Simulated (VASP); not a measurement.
Level of theory: LDA (Ceperley-Alder, Perdew-Zunger), VASP's LDA PAW potentials (set 64) (plane waves; VASP).

VASP input:

INCAR:
```
ALGO=Normal
EDIFF=1E-6
EDIFFG=-0.01
ENCUT=400
IBRION=2
ISIF=3
ISMEAR=0
LASPH=.TRUE.
LCHARG=.FALSE.
LMAXMIX=4
LREAL=.FALSE.
LWAVE=.FALSE.
NELM=100
NSW=60
PREC=Accurate
SIGMA=0.05
SYSTEM=CsBr
```

KPOINTS:
```
Automatic mesh
0
gamma
6 6 6
0 0 0
```

### POSCAR
```
CsBr
1.0
  4.1455202491   0.0000000000   0.0000000000
  0.0000000000   4.1455202491   0.0000000000
  0.0000000000   0.0000000000   4.1455202491
Cs Br
1 1
Direct
  0.0000000000   0.0000000000   0.0000000000
  0.5000000000   0.5000000000   0.5000000000
```

POTCAR, in this order: Cs_sv Br (LDA.64 set). Program: vasp_std.

Q: What will the output report for the number of irreducible k-points (NKPTS), number of bands (NBANDS), largest plane-wave count, number of space-group operations, FFT grid (NGX, NGY, NGZ)?

A: 
```json
{
  "number of irreducible k-points (NKPTS)": "20",
  "number of bands (NBANDS)": "12",
  "largest_plane_wave_count": "1328",
  "number_of_space_group_operations": "48",
  "FFT grid (NGX, NGY, NGZ)": "28 × 28 × 28"
}
```

The structure comes from a computed database's CsBr entry (Pm-3m); how it stands against other phases isn't given here. It was relaxed first, which changed the volume by -12 %. The start is the result of an earlier pass.
